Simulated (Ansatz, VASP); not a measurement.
## Cross-check of Bi (Bismuth) between VASP and Ansatz

One calculation is typed for both programs; each brings its own data sets. How far apart do they land? The cell is taken from a series of runs on this material, whose earlier steps may have relaxed, scaled, displaced or heated it; both programs get it as it stands.

Calculated with Ansatz 0.2.0; plane waves, with VASP 6.6.1 beside it; zone-centre phonons at LDA.

**1. The structure**

The structure is trigonal, space group R-3m (No. 166). Conventional cell: a = 4.519 Å, b = 4.519 Å, c = 11.271 Å, α = 90.00°, β = 90.00°, γ = 120.00°. Bi has 6 Bi at 3.06 to 3.38 Å nearest.

**2. Ansatz: zone-centre phonons, LDA**

Ansatz runs on its PAW soft_1 files.

Second derivatives magnify differences that forces hide, and they need a tight electronic threshold.

Contents of input.yaml:

```yaml
crystal:
  lattice:
    - [2.2593967269, 1.3044633085, 3.756886231]
    - [-2.2593967269, 1.3044633085, 3.756886231]
    - [0.0, -2.608926617, 3.756886231]
  atoms:
    - { symbol: Bi, position: [0.2380216075, 0.238021607, 0.2380216075] }
    - { symbol: Bi, position: [0.7619783925, 0.761978393, 0.7619783925] }
kpoints:
  mp_grid: { grid: [12, 12, 12] }
hamiltonian:
  xc: lda
  pseudopotentials: { kind: paw, azcp: { folder: soft_1 }, xc_functional: pbe }
scf:
  occupations: { method: methfessel_paxton, width: 0.2 }
output:
  eigenvalues: true
phonons:
  method: dfpt
```

Launch:

```console
$ ansatz run input.yaml --threads 4 --pin off --max-ram 10240MiB --backend cpu --events-out ev --progress --plain --runs-dir out
```

Numbers of over 12 decimals in the logs are rounded to 6 here.

Log:

```text
Engine: ansatz 0.2.0, aarch64-unknown-linux-gnu
Pseudopotentials: kind: paw
Pseudopotential: Bi, paw, valence charge 15, recommended cutoff 420 eV (normal), soft_1/Bi.paw.azcp
Functional definition: SPW92
  exchange = slater_x
  correlation = pw_c
Crystal: 2 atoms, lattice volume = 66.436 Å³
Basis set: ecut = 420 eV, 1291 PW (Γ), exchange–correlation on 64×64×64 points (8 copies of the dense FFT grid, shifted against one another)
Bands: 19, of which v1, the nominal top of the filled ones, is band 15 counted from 1 (14 counted from 0)
Symmetry: 12 space group operations
k-points: 476 of 1728 (irreducible under 2 space group operations, time reversal used)
Non-local potential: Bi, projectors of the file, l = 0: 2, l = 1: 2, l = 2: 2, l = 3: 1
PAW form: soft (Blöchl's): semilocal exchange-correlation on the pseudo side does not see the compensation charge
PAW frozen core: Bi, regenerated for the run's functional, and the local potential with it (the file was generated under x = pbe(κ = 0.804, μ = 0.219515), c = pbe(β = 0.066725))
PAW one-centre angular grid: Bi, 590 points (default); XC on 64 Gauss nodes
Initial density: superposition of atomic densities (chi_scale 0.1, normalization cell)
Initial wavefunctions: pseudopotential atomic-orbital guess
Functional: x = slater, c = lda
SCF iter   1: F=—  HF=-24175.705788 eV  |F-HF|=—  |Δ(HF+E_count)|=         —  Δρ=1.14e-2  dr2=7.42e-2  ethr=3.10e-3  ⟨swp⟩=5.4  Hψ=43527  notcnv=0
preconditioner: auto → Kerker (q_TF=auto, 2.390 Å⁻¹)  [metal: Δε(μ)=0.030 eV  Ē_g=20.332 eV  σ=0.200 eV  W_gap=0.13  n_scr=14 (ndim 8)  ℏωp=25.0 eV  f_vac=0.000  D(μ)=0.21/eV (n_scr^D=0)]
SCF iter   2: F=—  HF=-24175.689879 eV  |F-HF|=—  |Δ(HF+E_count)|=   1.59e-2  S|Δr|=    0.00e0  Δρ=7.14e-3  dr2=3.08e-2  ethr=2.47e-4  ⟨swp⟩=1.0  Hψ=12852  notcnv=0
SCF iter   3: F=—  HF=-24175.683215 eV  |F-HF|=—  |Δ(HF+E_count)|=   6.66e-3  S|Δr|=    0.00e0  Δρ=1.03e-3  dr2=1.15e-3  ethr=1.03e-4  ⟨swp⟩=2.0  Hψ=16198  notcnv=0
SCF iter   4: F=—  HF=-24175.683063 eV  |F-HF|=—  |Δ(HF+E_count)|=   1.52e-4  S|Δr|=    0.00e0  Δρ=3.31e-4  dr2=1.14e-4  ethr=3.84e-6  ⟨swp⟩=3.0  Hψ=16512  notcnv=0
SCF iter   5: F=—  HF=-24175.683064 eV  |F-HF|=—  |Δ(HF+E_count)|=   8.75e-7  S|Δr|=    0.00e0  Δρ=1.53e-4  dr2=1.90e-5  ethr=3.78e-7  ⟨swp⟩=2.0  Hψ=14705  notcnv=0
SCF iter   6: F=—  HF=-24175.683047 eV  |F-HF|=—  |Δ(HF+E_count)|=   1.67e-5  S|Δr|=    0.00e0  Δρ=2.01e-5  dr2=3.70e-7  ethr=6.34e-8  ⟨swp⟩=2.0  Hψ=16190  notcnv=0
SCF iter   7: F=—  HF=-24175.683049 eV  |F-HF|=—  |Δ(HF+E_count)|=   2.20e-6  S|Δr|=    0.00e0  Δρ=4.74e-6  dr2=2.35e-8  ethr=1.23e-9  ⟨swp⟩=2.1  Hψ=11851  notcnv=0
SCF iter   8: F=—  HF=-24175.683049 eV  |F-HF|=—  |Δ(HF+E_count)|=   3.65e-9  S|Δr|=    0.00e0  Δρ=1.43e-6  dr2=1.86e-9  ethr=7.84e-11  ⟨swp⟩=2.4  Hψ=16499  notcnv=0
SCF iter   9: F=—  HF=-24175.683049 eV  |F-HF|=—  |Δ(HF+E_count)|=  4.80e-10  S|Δr|=    0.00e0  Δρ=2.21e-7  dr2=3.28e-11  ethr=6.21e-12  ⟨swp⟩=2.7  Hψ=16058  notcnv=0
SCF iter  10: F=-24175.683049 eV  HF=-24175.683049 eV  |F-HF|=7.28e-12  |Δ(HF+E_count)|=  1.09e-11  S|Δr|=    0.00e0  Δρ=5.90e-8  dr2=3.42e-12  ethr=1.00e-12  ⟨swp⟩=5.3  Hψ=35061  notcnv=0
SCF 1 converged in 10 iterations: F = -24175.683049 eV  dr2 = 3.42e-12
  greatest PAW one-centre occupation: 0.988 electrons in one spin orbital (limit 2), on the Bi atom at site 1 (counted from 0), in its partial waves of l = 2
DFPT response loops at Γ: preconditioner auto → Kerker (q_TF=auto, 2.390 Å⁻¹) (partly filled bands, converged f_vac=0.000); β = 1.00, the filter's whole step (`scf.mixing.beta` (0.50) is not read by the response loops under this deck's `scf.mixing.preconditioner`; to damp them name `kerker` or `kerker_dos`, under which they read `scf.mixing.beta`, and type it under 1.00, their step now; both keys bind the ground state too); Broyden in place of MSR1
SCF converged after 10 iterations
Stability not checked: this state was not tested for a lower state beside it, because cold or Methfessel-Paxton smearing, or corrected tetrahedra, fill the levels in a way that the test cannot read (fill_not_monotonic; see scf.lower_state_search)
Free energy (F): -24175.683049 eV
Harris-Foulkes:  -24175.683049 eV  (|F-HF|=7.28e-12)
Internal energy: -24175.685003 eV  (E = F + TS)
E sigma→0 (E₀):  -24175.683538 eV
Entropy (-TS):   0.001953 eV (0.977 meV/atom)
Fermi energy:    10.240093 eV
--- Per-component energies (eV) ---
  E_band       = -201.997910
  E_kinetic    = 511.429592
  E_local      = -2627.548318  (includes V_loc(G=0)·N_el)
  E_nonlocal   = 825.210741
  E_hartree    = 974.452455
  E_xc         = -301.937115
  E_vxc        = -263.730884  (∫ρ·V_xc dr)
  E_paw        = -20705.234324  (= ΣΔE_a)
  E_vpaw       = -596.264374  (= ΣTr[D̂ρ^β])
  E_aug_tail   = 0.000437  (compensation charges beyond the density's cutoff)
  E_ewald      = -2852.048828
  E_core_change = -0.009642  (= ΣΔE_core)
  E_smearing   = 0.001953  (= −TS)
  E_closure    = -0.000000  (closes the sum)
  Σ components = -24175.683049   (vs F -24175.683049, Δ=0.00e0)
--- Band table (eV; the first three rows and the last of 476) ---
  k-point 0: bands = [... 11 lower, 2.8824, 8.8520, 8.8520, 8.8589, 13.1057, 13.3985, 13.3985, 15.8647]
  k-point 1: bands = [... 11 lower, 2.6996, 8.8634, 8.8715, 8.9150, 12.9126, 13.0613, 13.1884, 15.4608]
  k-point 2: bands = [... 11 lower, 2.2046, 8.9018, 8.9197, 9.0567, 12.2508, 12.5476, 12.6740, 15.2598]
  k-point 475: bands = [... 11 lower, -0.1091, 9.3331, 9.6405, 9.6405, 10.5810, 10.5810, 10.6669, 17.8330]
--- Phonons (Γ-DFPT): 2 representative perturbations + reference, on 476 of 1728 k-points (Σ response iterations 4) ---
  k mesh reduced under 2 symmetry operations, with k and −k counted as one. Each operation leaves every solved perturbation unchanged. A smaller set is not used because it would not reduce the number of displacements times k-points to solve
  ASR residual: 3.646e-4 → 0.000e0 eV/Å²; symmetrization residual: 2.114e-5 eV/Å²
  ASR residual per site (eV/Å²): 3.65e-4 3.65e-4
  Γ frequencies (cm⁻¹): 0.00 0.00 0.00 56.52 56.52 96.45
  non-analytic LO–TO correction: not included (Born effective charges unavailable; polar crystals: no LO–TO splitting at Γ)
```

The column dr2 measures how far the density is from self-consistency, as an energy; F and HF (Harris–Foulkes) agree once it is small.

**3. VASP: zone-centre phonons, LDA**

The same cell, functional (in two slightly different forms), mesh and smearing now go to VASP, with its own data sets.

Lines of VASP's logs that name or quote its potential files are left out, and so is its time.

Contents of INCAR:

```
SYSTEM = Bi
PREC = Accurate
ENCUT = 500
EDIFF = 1E-08
NELM = 120
ISMEAR = 1
SIGMA = 0.2
LREAL = .FALSE.
ALGO = Normal
GGA = CA
NBANDS = 21
LORBIT = 11
LWAVE = .FALSE.
LCHARG = .FALSE.
ISIF = 2
IBRION = 8
LASPH = .TRUE.
GGA_COMPAT = .FALSE.
KPAR = 2
```

Contents of POSCAR:

```
Bi
1.0
    2.2593967269      1.3044633085      3.7568862310
   -2.2593967269      1.3044633085      3.7568862310
    0.0000000000     -2.6089266170      3.7568862310
Bi
2
Direct
    0.2380216075      0.2380216070      0.2380216075
    0.7619783925      0.7619783930      0.7619783925
```

Contents of KPOINTS:

```
Automatic mesh
0
Gamma
12 12 12
0 0 0
```

Potentials, in the order of the species: Bi_d (LDA family, release 64).

Launch:

```console
$ mpirun -np 2 vasp_std
```

Log:

```text
[banner, memory and clock lines left out]
running    2 mpi-ranks, on    1 nodes
 distrk:  each k-point on    1 cores,    2 groups
 distr:  one band on    1 cores,    1 groups

 POSCAR found type information on POSCAR Bi
 POSCAR found :  1 types and       2 ions
 LDA part: xc-table for (Slater(with rela. corr.)+CA(PZ))
 , standard interpolation
 POSCAR, INCAR and KPOINTS ok, starting setup
 FFT: planning ... GRIDC
 FFT: planning ... GRID_SOFT
 FFT: planning ... GRID
 WAVECAR not read
 entering main loop
       N       E                     dE             d eps       ncg     rms          rms(c)
DAV:   1     0.301596857931E+03    0.30160E+03   -0.16158E+04  7956   0.171E+03
DAV:   2     0.159537556394E+02   -0.28564E+03   -0.27953E+03  8013   0.440E+02
DAV:   3    -0.827627967538E+01   -0.24230E+02   -0.23930E+02  9518   0.146E+02
DAV:   4    -0.910507701702E+01   -0.82880E+00   -0.82820E+00  9527   0.296E+01
DAV:   5    -0.914295076468E+01   -0.37874E-01   -0.37873E-01 11374   0.566E+00    0.105E+00
DAV:   6    -0.912851992769E+01    0.14431E-01   -0.18790E-02 10296   0.156E+00    0.604E-01
DAV:   7    -0.912202021869E+01    0.64997E-02   -0.11487E-02 10346   0.124E+00    0.106E-01
DAV:   8    -0.912192445465E+01    0.95764E-04   -0.11157E-03  9022   0.418E-01    0.165E-02
DAV:   9    -0.912192927523E+01   -0.48206E-05   -0.49230E-05 11934   0.569E-02    0.549E-03
DAV:  10    -0.912192925185E+01    0.23382E-07   -0.17633E-06 10314   0.103E-02    0.151E-03
DAV:  11    -0.912192928071E+01   -0.28858E-07   -0.15696E-07 10068   0.283E-03    0.530E-04
DAV:  12    -0.912192928279E+01   -0.20777E-08   -0.16246E-08  7178   0.129E-03
   1 F= -.91219293E+01 E0= -.91225974E+01  d E =0.200421E-02
 Linear response reoptimize wavefunctions to high precision
DAV:   1    -0.912192928253E+01    0.25784E-09   -0.28401E-09  5927   0.624E-04
DAV:   2    -0.912192928257E+01   -0.45020E-10   -0.57222E-10  5124   0.270E-04
 Linear response DOF=           2
 Linear response progress:
  Degree of freedom:   1/  2
       N       E                     dE             d eps       ncg     rms          rms(c)
RMM:   1    -0.330967881597E+00   -0.33097E+00    0.22976E-01 48328   0.842E+00
RMM:   2    -0.339744407801E+00   -0.87765E-02   -0.20741E-02 62292   0.119E+00    0.457E-02
RMM:   3    -0.339979141411E+00   -0.23473E-03   -0.17372E-03 66924   0.337E-01    0.259E-02
RMM:   4    -0.339895747324E+00    0.83394E-04   -0.13882E-04 69201   0.104E-01    0.599E-03
RMM:   5    -0.339905994689E+00   -0.10247E-04   -0.18331E-05 65276   0.341E-02    0.235E-03
RMM:   6    -0.339911591240E+00   -0.55966E-05   -0.25395E-06 68880   0.150E-02    0.992E-04
RMM:   7    -0.339910421745E+00    0.11695E-05   -0.41406E-07 67565   0.506E-03    0.320E-04
RMM:   8    -0.339906471078E+00    0.39507E-05    0.13102E-06 69579   0.190E-03    0.107E-04
RMM:   9    -0.339904757534E+00    0.17135E-05    0.12380E-06 69775   0.853E-04    0.259E-05
RMM:  10    -0.339904696756E+00    0.60778E-07    0.62099E-07 72241   0.423E-04    0.163E-05
RMM:  11    -0.339904515860E+00    0.18090E-06    0.47859E-07 71143   0.264E-04    0.937E-06
RMM:  12    -0.339904104142E+00    0.41172E-06    0.22519E-07 69422   0.190E-04    0.621E-06
RMM:  13    -0.339904282381E+00   -0.17824E-06    0.83852E-08 65519   0.145E-04    0.339E-06
RMM:  14    -0.339904215195E+00    0.67186E-07    0.60318E-08 69832   0.120E-04    0.165E-06
RMM:  15    -0.339904172198E+00    0.42997E-07    0.71610E-09 77394   0.110E-04    0.501E-07
RMM:  16    -0.339904172125E+00    0.73103E-10   -0.28417E-11 83503   0.105E-04    0.556E-07
 first order change of Fermi-energy  -0.12473E-04
 force on displaced ion       1 direction 1 :  -1.289   0.000   0.000
 Linear response progress:
  Degree of freedom:   2/  2
       N       E                     dE             d eps       ncg     rms          rms(c)
RMM:   1    -0.330846891397E+00   -0.33085E+00    0.26715E-01 10510   0.857E+00
RMM:   2    -0.339524360844E+00   -0.86775E-02   -0.19829E-02 13582   0.118E+00    0.395E-02
RMM:   3    -0.339663764746E+00   -0.13940E-03   -0.16370E-03 14581   0.327E-01    0.219E-02
RMM:   4    -0.339497115392E+00    0.16665E-03   -0.13798E-04 14840   0.104E-01    0.551E-03
RMM:   5    -0.339507041158E+00   -0.99258E-05   -0.17221E-05 14870   0.321E-02    0.316E-03
RMM:   6    -0.339518621885E+00   -0.11581E-04   -0.29784E-06 14232   0.140E-02    0.786E-04
RMM:   7    -0.339520139854E+00   -0.15180E-05   -0.40562E-07 14744   0.465E-03    0.526E-04
RMM:   8    -0.339517918890E+00    0.22210E-05   -0.46364E-08 13392   0.173E-03    0.791E-05
RMM:   9    -0.339517477222E+00    0.44167E-06   -0.53983E-08 15344   0.820E-04    0.524E-05
RMM:  10    -0.339517269599E+00    0.20762E-06   -0.88712E-09 14898   0.363E-04    0.338E-05
RMM:  11    -0.339517135345E+00    0.13425E-06   -0.10500E-08 14666   0.231E-04    0.811E-06
RMM:  12    -0.339517150416E+00   -0.15072E-07   -0.11318E-08 15745   0.170E-04    0.205E-06
RMM:  13    -0.339517149943E+00    0.47268E-09   -0.11772E-08 15762   0.138E-04    0.100E-06
 first order change of Fermi-energy   0.34137E+00
 force on displaced ion       1 direction 3 :   0.000   0.000  -3.636
 Linear response finished
```

From OUTCAR (step 3):

```text
ion  position               nearest neighbor table
   1  0.238  0.238  0.238-   2 3.06   2 3.06   2 3.06   2 3.38   2 3.38   2 3.38
   2  0.762  0.762  0.762-   1 3.06   1 3.06   1 3.06   1 3.38   1 3.38   1 3.38

  LATTYP: Found a trigonal (rhomboedric) cell.
 ALAT       =     4.5739143242
 COS(alpha) =     0.5119785225

 Subroutine GETGRP returns: Found 12 space group operations
 (whereof 12 operations were pure point group operations)

The static configuration has the point symmetry D_3d.

 Found    189 irreducible k-points:

   k-points           NKPTS =    189   k-points in BZ     NKDIM =    189   number of bands    NBANDS=     21

   dimension x,y,z NGX =    36 NGY =   36 NGZ =   36
   dimension x,y,z NGXF=    72 NGYF=   72 NGZF=   72

   ENCUT  =  500.0 eV  36.75 Ry    6.06 a.u.   8.34  8.34  8.34*2*pi/ulx,y,z

   NELECT =      30.0000    total number of electrons

 k-points in reciprocal lattice and weights: Automatic mesh
   0.00000000  0.00000000  0.00000000       0.001
   0.08333333  0.00000000  0.00000000       0.003
   0.16666667  0.00000000  0.00000000       0.003
   0.25000000  0.00000000  0.00000000       0.003
   0.33333333  0.00000000  0.00000000       0.003
   0.41666667  0.00000000  0.00000000       0.003
   0.50000000  0.00000000  0.00000000       0.002
   0.08333333  0.08333333  0.00000000       0.003
   0.16666667  0.08333333  0.00000000       0.007
[...]
-0.41666667  0.50000000  0.41666667       0.003
   0.50000000  0.50000000  0.50000000       0.001

 average (electrostatic) potential at core
       1-104.1055       2-104.1055

  Total        0.0341858      0.0341858      0.3245582      0.0000000      0.0000000      0.0000000
  in kB        0.8244283      0.8244283      7.8270755      0.0000000      0.0000000      0.0000000
  external PRESSURE =       3.1586441 kB  Pullay stress =       0.0000000 kB

  energy-cutoff  :      500.00
  volume of cell :       66.44
      direct lattice vectors                 reciprocal lattice vectors
     2.259396727  1.304463308  3.756886231     0.221298010  0.127766466  0.088725959
    -2.259396727  1.304463308  3.756886231    -0.221298010  0.127766466  0.088725959
     0.000000000 -2.608926617  3.756886231     0.000000000 -0.255532932  0.088725959

 POSITION                                       TOTAL-FORCE (eV/Angst)
 -----------------------------------------------------------------------------------
      0.00000     -0.00000      2.68266         0.000000      0.000000      0.016790
     -0.00000      0.00000      8.58800         0.000000      0.000000     -0.016790
 -----------------------------------------------------------------------------------
    total drift:                               -0.000000     -0.000000      0.000000

 Eigenvectors and eigenvalues of the dynamical matrix
 ----------------------------------------------------

   1 f  =    2.916157 THz    18.322755 2PiTHz   97.272529 cm-1    12.060251 meV
             X         Y         Z           dx          dy          dz
      0.000000 -0.000000  2.682660    -0.000000   -0.000000    0.707107
     -0.000000  0.000000  8.587998     0.000000    0.000000   -0.707107

   2 f  =    1.736702 THz    10.912021 2PiTHz   57.930146 cm-1     7.182420 meV
             X         Y         Z           dx          dy          dz
      0.000000 -0.000000  2.682660    -0.000005   -0.707107    0.000000
     -0.000000  0.000000  8.587998     0.000005    0.707107    0.000000

   3 f  =    1.736702 THz    10.912021 2PiTHz   57.930146 cm-1     7.182420 meV
             X         Y         Z           dx          dy          dz
      0.000000 -0.000000  2.682660     0.707107   -0.000005    0.000000
     -0.000000  0.000000  8.587998    -0.707107    0.000005    0.000000

   4 f  =    0.000000 THz     0.000000 2PiTHz    0.000001 cm-1     0.000000 meV
             X         Y         Z           dx          dy          dz
      0.000000 -0.000000  2.682660    -0.254828    0.558439    0.351010
     -0.000000  0.000000  8.587998    -0.254828    0.558439    0.351010

   5 f  =    0.000000 THz     0.000000 2PiTHz    0.000000 cm-1     0.000000 meV
             X         Y         Z           dx          dy          dz
      0.000000 -0.000000  2.682660    -0.519206    0.062249   -0.475972
     -0.000000  0.000000  8.587998    -0.519206    0.062249   -0.475972

   6 f/i=    0.000000 THz     0.000000 2PiTHz    0.000000 cm-1     0.000000 meV
             X         Y         Z           dx          dy          dz
      0.000000 -0.000000  2.682660    -0.406801   -0.429267    0.387611
     -0.000000  0.000000  8.587998    -0.406801   -0.429267    0.387611

 ELASTIC MODULI CONTR FROM IONIC RELAXATION (kBar)
 Direction    XX          YY          ZZ          XY          YZ          ZX
 --------------------------------------------------------------------------------
 XX        -148.0803     48.0552    -88.5373     -0.0000    214.8816      0.0000
 YY          48.0552   -148.0803    -88.5373      0.0000   -214.8816     -0.0000
 ZZ         -88.5373    -88.5373   -156.7379     -0.0000      0.0000      0.0000
 XY          -0.0000      0.0000     -0.0000    -98.0678      0.0000    212.3833
 YZ         214.8816   -214.8816      0.0000      0.0000   -470.8385     -0.0000
 ZX           0.0000     -0.0000      0.0000    212.3833     -0.0000   -459.9541
 --------------------------------------------------------------------------------
```

**4. Differences**

Known differences besides the potentials themselves: the two LDA forms differ slightly; the cutoff is 420 eV in Ansatz and 500 eV in VASP; VASP's log shows a relativistic correction to its local exchange, Ansatz's none. Total energies have different zeros and are not compared.

Both answers:

```tsv
quantity	Ansatz	VASP	difference
optical mode 1 to 2 (cm⁻¹)	56.5	57.9	-2.43 %
optical mode 3 (cm⁻¹)	96.5	97.3	-0.85 %
```

Modes are paired by rising frequency, not by their patterns, so a pair may set unlike modes beside each other; they are those without the splitting of longitudinal modes.

**5. Outcome**

| Quantity | Value |
| --- | --- |
| r.m.s. difference of the optical zone-centre modes, each program's sorted by frequency (zone-centre phonons, LDA) | 1.2 cm⁻¹ |
| difference in optical mode 1 to 2 (zone-centre phonons, LDA) | -2.4 % |

In words: The r.m.s. difference of the optical zone-centre modes, each program's sorted by frequency is 1.2 cm⁻¹ (zone-centre phonons, LDA). Among the rows given in per cent, the largest difference of the zone-centre phonons, LDA pair is in optical mode 1 to 2, -2.4 %. Such differences can come from data sets, numerical settings and the points named under the comparisons, not from the functional's error against experiment.

[Lines on the potential files, build, host, timing and source positions are cut from VASP's logs without a mark.]

[Logs are printed without paths, hosts, clocks, repeated set-up lines and the standing remarks that a program may print on its own settings, such as how far it seeks lower states.]

[Hosts, paths, dates, database ids (printed as entryN), source tags and the programs' standing remarks are cut or masked in the printed files.]
